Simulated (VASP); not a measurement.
Consider the following.

```
PtCl2
1.0
    0.00000     3.06537     3.06537
    3.06537     0.00000     3.06537
    3.06537     3.06537     0.00000
Pt Cl
1 2
Direct
  0.00000   0.00000   0.00000
  0.25000   0.25000   0.25000
  0.75000   0.75000   0.75000
```

Calculation: PBEsol GGA, VASP's PBE PAW potentials (set 64) (plane waves; VASP). Settings: 480 eV cut-off, 8×8×8 Γ-centred mesh, first-order Methfessel-Paxton smearing of 0.10 eV, potentials Pt Cl.

Unless said otherwise, spin-orbit coupling is left out, though it shifts the bands of the heavy elements here.

Question: Predict the energy per atom (σ→0), band gap (on the k-mesh) with the smallest direct gap where there is one.

Answer: 
| Property | Result |
|---|---|
| band gap (on the k-mesh) | none (metal, semimetal or under 0.01 eV) |
| energy per atom (σ→0) | -3.251 eV/atom |

The structure was generated: PtCl2 was put into the fluorite type (Fm-3m), which need not be its known phase. It was relaxed first, which changed the volume by +42 %.
